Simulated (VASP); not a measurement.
Take NaF (rock salt), against free atoms with fixed spin and no zero-point term, in VASP with PAW potentials, and its cohesive energy.

**Question.** One run gives 3.83 eV/atom. Which level is it?
A. LDA
B. RPBE
C. PBE

**Answer.** C, PBE.  The others give 4.37 (LDA), 3.64 (RPBE).

Only levels that ran to the end are used. Left out are those held back, those with too coarse a band path, GW runs whose mesh misses a band edge, hybrids' fits of cells that aren't cubic and levels without matching references; a question may draw on a part of the rest.
